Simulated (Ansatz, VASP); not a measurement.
Two plane-wave programs on Al7Si

```
Al Si
1.0
     0.00000    4.01861    4.01861
     4.01861    0.00000    4.01861
     4.01861    4.01861    0.00000
Al Si
7 1
Direct
  0.00000 0.00000 0.50000
  0.00000 0.50000 0.00000
  0.00000 0.50000 0.50000
  0.50000 0.00000 0.00000
  0.50000 0.00000 0.50000
  0.50000 0.50000 0.00000
  0.50000 0.50000 0.50000
  0.00000 0.00000 0.00000
```

Alike in both runs: functional PBE; k mesh 8 × 8 × 8; occupations gaussian, width 0.1 eV; no spin polarisation.

Ansatz relaxed the structure, and its values are those at the end. VASP's run is a single point on that final structure, the one shown.

|  | VASP | Ansatz |
| --- | --- | --- |
| version | VASP 6.6.1 | Ansatz 0.2.0 |
| potentials or method | VASP PAW PBE potentials, release 64 (Al, Si) | scalar-relativistic, plane waves, PAW |
| plane-wave cutoff (eV) | 520 | 420 |
| valence electrons in the cell | 25 | 25 |

```tsv
	VASP	Ansatz	Ansatz less VASP
gap on the k mesh at the Fermi level (eV)	none	none	-
pressure (GPa)	-0.1	0.0	+0.04
```

A gap of «none» marks a metal or a gap that the smearing closes.
